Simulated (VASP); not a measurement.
Set up this calculation in VASP 6.6.1, as the native input.

```yaml
Task: electrostatic potential
Functional: PBE
Potentials_or_basis: VASP PAW PBE potentials, release 64 (Hf_pv, Pd, Se, Br, O)
Cutoff: 520 eV
k_mesh: 8 × 8 × 2
Occupations: fermi-dirac, width 0.05 eV
Spin: no spin polarisation
Further_INCAR_settings: ALGO = Normal; EDIFF = 1e-06
```

The structure of Hf2Pd2Se2Br2O3 lies in POSCAR:

```
Hf2Pd2Se2Br2O3
1.0
    7.6772200000     -1.7097100000      0.0000000000
    7.6772200000      1.7097100000      0.0000000000
   -3.9994100000      0.0000000000     12.5875400000
Hf Pd Se Br O
2 2 2 2 3
Direct
    0.0548600000      0.0548600000      0.9385600000
    0.3937200000      0.3937200000      0.7169100000
    0.8208000000      0.8208000000      0.4903600000
    0.6771400000      0.6771400000      0.2569300000
    0.0776800000      0.0776800000      0.1543500000
    0.2100900000      0.2100900000      0.4120000000
    0.4135500000      0.4135500000      0.9548000000
    0.7539600000      0.7539600000      0.7134900000
    0.4029900000      0.4029900000      0.5787300000
    0.6144600000      0.6144600000      0.9269800000
    0.9690600000      0.9690600000      0.7783100000
```

The cell was built by a generator and needn't be a form met in nature.

These files were run (other wordings do the same):

INCAR

```
PREC = Accurate
ENCUT = 520
EDIFF = 1E-6
ISMEAR = -1
SIGMA = 0.05
LREAL = F
LASPH = T
NELM = 60
ALGO = Normal
ISIF = 2
LWAVE = F
LCHARG = T
GGA = PE
LVHAR = T
KPAR = 4
```

KPOINTS

```
regular mesh
0
Gamma
  8 8 2
```

Potentials or basis: VASP PAW PBE potentials, release 64 (Hf_pv, Pd, Se, Br, O).

Launch:

```console
$ cat potpaw_PBE.64/Hf_pv/POTCAR potpaw_PBE.64/Pd/POTCAR potpaw_PBE.64/Se/POTCAR potpaw_PBE.64/Br/POTCAR potpaw_PBE.64/O/POTCAR > POTCAR
$ mpirun -np 4 vasp_std > vasp.out
```

It gave:

```
Pressure               : -0.4 GPa
Largest force          : 0.143 eV/Å
Band gap on the k mesh : 0.83 eV, indirect (least direct gap 0.87 eV)
```

Caveat: spin-orbit coupling is left out, which moves the levels of the heavy elements.

Run time: 9.7 min on 4 MPI ranks on AMD EPYC 7R43 64-Core Processor (Zen 3), on a shared host, peak memory 1.1 GiB a rank.
